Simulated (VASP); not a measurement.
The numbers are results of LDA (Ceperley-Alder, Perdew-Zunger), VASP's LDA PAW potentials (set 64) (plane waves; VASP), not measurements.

Input for VASP

### INCAR
```
ISMEAR = -5   # tetrahedra, Bloechl
LEFG = .TRUE.
LASPH = .TRUE.   # aspherical one-centre terms
PREC = Accurate
SYSTEM = Mg2TeS
LMAXMIX = 4   # l cut-off of mixed one-centre charges
ENCUT = 400
NEDOS = 601
LORBIT = 11
EDIFF = 1E-7
NELM = 100
LREAL = .FALSE.   # projection in real space or not
ISIF = 2
LCHARG = .TRUE.
LWAVE = .FALSE.
ALGO = Normal   # blocked Davidson
```

### POSCAR
```
Mg2TeS
1
    2.1049367590     1.2152857676     6.9313445260
   -2.1049367590     1.2152857676     6.9313445260
    0.0000000000    -2.4305715353     6.9313445260
Mg Te S
2 1 1
Direct
  0.9904045763   0.9904045763   0.9904045763
  0.5104426391   0.5104426391   0.5104426391
  0.1224473454   0.1224473454   0.1224473454
  0.6266784392   0.6266784392   0.6266784392
```

### KPOINTS
```
Automatic mesh
0
Gamma
7 7 7
0 0 0
```

POTCAR, in this order: Mg Te S (LDA.64 set). Program: vasp_std.

The resulting files:

**OUTCAR**
```
 ion  position               nearest neighbor table
   1  0.990  0.990  0.990-   4 2.51   4 2.51   4 2.51   3 2.75
   2  0.510  0.510  0.510-   4 2.42   3 2.68   3 2.68   3 2.68
   3  0.122  0.122  0.122-   2 2.68   2 2.68   2 2.68   1 2.75
   4  0.627  0.627  0.627-   2 2.42   1 2.51   1 2.51   1 2.51
  LATTYP: Found a trigonal (rhomboedric) cell.
 ALAT       =     7.3451490927
 COS(alpha) =     0.8357494361
 Subroutine PRICEL returns:
 Original cell was already a primitive cell.
 Subroutine GETGRP returns: Found  6 space group operations
The static configuration has the point symmetry C_3v.
The dynamic configuration has the point symmetry C_3v.
 Subroutine INISYM returns: Found  6 space group operations
 Subroutine IBZKPT returns following result:
 Found     44 irreducible k-points:

 Following reciprocal coordinates:
            Coordinates               Weight
  0.000000  0.000000  0.000000      1.000000
  0.142857 -0.000000  0.000000      6.000000
  0.285714  0.000000 -0.000000      6.000000
  0.428571  0.000000  0.000000      6.000000
  0.142857  0.142857  0.000000      6.000000
  0.285714  0.142857  0.000000     12.000000
  0.428571  0.142857  0.000000     12.000000
 -0.428571  0.142857 -0.000000     12.000000
 -0.285714  0.142857  0.000000     12.000000
 -0.142857  0.142857  0.000000      6.000000
  0.285714  0.285714 -0.000000      6.000000
  0.428571  0.285714  0.000000     12.000000
 -0.428571  0.285714 -0.000000     12.000000
 -0.285714  0.285714  0.000000      6.000000
  0.428571  0.428571  0.000000      6.000000
 -0.428571  0.428571  0.000000      6.000000
  0.142857  0.142857  0.142857      2.000000
  0.285714  0.142857  0.142857      6.000000
  0.428571  0.142857  0.142857      6.000000
 -0.428571  0.142857  0.142857      6.000000
 -0.285714  0.142857  0.142857      6.000000
...
```

### OSZICAR
```
       N       E                     dE             d eps       ncg     rms          rms(c)
DAV:   1     0.540470708143E+02    0.54047E+02   -0.49673E+03  1056   0.831E+02
DAV:   2    -0.124649572057E+02   -0.66512E+02   -0.62282E+02  1572   0.141E+02
DAV:   3    -0.172203454833E+02   -0.47554E+01   -0.47384E+01  1360   0.439E+01
DAV:   4    -0.172949790624E+02   -0.74634E-01   -0.74607E-01  1320   0.688E+00
DAV:   5    -0.172965578748E+02   -0.15788E-02   -0.15788E-02  1356   0.987E-01    0.518E+00
DAV:   6    -0.165570378400E+02    0.73952E+00   -0.14212E+00  1140   0.610E+00    0.382E+00
DAV:   7    -0.164558305624E+02    0.10121E+00   -0.30854E-01  1288   0.290E+00    0.222E+00
DAV:   8    -0.164449122086E+02    0.10918E-01   -0.30070E-02  1524   0.132E+00    0.426E-01
DAV:   9    -0.164447684657E+02    0.14374E-03   -0.47701E-03  1212   0.500E-01    0.220E-01
DAV:  10    -0.164446595834E+02    0.10888E-03   -0.57450E-04  1368   0.137E-01    0.136E-01
DAV:  11    -0.164446227775E+02    0.36806E-04   -0.21142E-04  1320   0.760E-02    0.557E-02
DAV:  12    -0.164446200304E+02    0.27471E-05   -0.38282E-05  1360   0.366E-02    0.362E-02
DAV:  13    -0.164446132170E+02    0.68134E-05   -0.28345E-05  1552   0.358E-02    0.714E-03
DAV:  14    -0.164446136986E+02   -0.48158E-06   -0.61578E-06  1240   0.150E-02    0.387E-03
DAV:  15    -0.164446136576E+02    0.40914E-07   -0.10449E-07  1004   0.260E-03
   1 F= -.16444614E+02 E0= -.16444614E+02  d E =0.000000E+00
```

### OUTCAR
```
------------------------ aborting loop because EDIFF is reached ----------------------------------------
  FORCE on cell =-STRESS in cart. coord.  units (eV):
  Direction    XX          YY          ZZ          XY          YZ          ZX
  --------------------------------------------------------------------------------------
  Total        0.0009799      0.0009799      0.0393758      0.0000000     -0.0000000      0.0000000
  in kB        0.0147570      0.0147570      0.5929983      0.0000000     -0.0000000      0.0000000
  external PRESSURE =       0.2075041 kB  Pullay stress =       0.0000000 kB
  volume of cell :      106.39
      direct lattice vectors                 reciprocal lattice vectors
     2.104936759  1.215285768  6.931344526     0.237536828  0.137141956  0.048090718
    -2.104936759  1.215285768  6.931344526    -0.237536828  0.137141956  0.048090718
     0.000000000 -2.430571535  6.931344526     0.000000000 -0.274283911  0.048090718
 POSITION                                       TOTAL-FORCE (eV/Angst)
 -----------------------------------------------------------------------------------
      0.00000     -0.00000     20.59451         0.000000      0.000000     -0.000134
      0.00000     -0.00000     10.61416         0.000000     -0.000000      0.014325
      0.00000     -0.00000      2.54617         0.000000      0.000000     -0.013983
      0.00000     -0.00000     13.03117         0.000000      0.000000     -0.000208
 -----------------------------------------------------------------------------------
    total drift:                                0.000000     -0.000001      0.000105
  FREE ENERGIE OF THE ION-ELECTRON SYSTEM (eV)
  ---------------------------------------------------
  free  energy   TOTEN  =       -16.4446136576 eV

  energy  without entropy=      -16.4446136576  energy(sigma->0) =      -16.44461366

 total charge

# of ion       s       p       d       tot
------------------------------------------
    1        0.166   0.135   0.031   0.332
    2        0.189   0.165   0.035   0.389
    3        1.344   2.211   0.013   3.568
    4        1.313   2.457   0.000   3.769
--------------------------------------------------
tot          3.012   4.967   0.079   8.058
```
(Selected blocks of OUTCAR.)

The structure comes from a computed database's Mg2TeS entry (R3m); how it stands against other phases isn't given here. It was relaxed first, which changed the volume by -7 %.
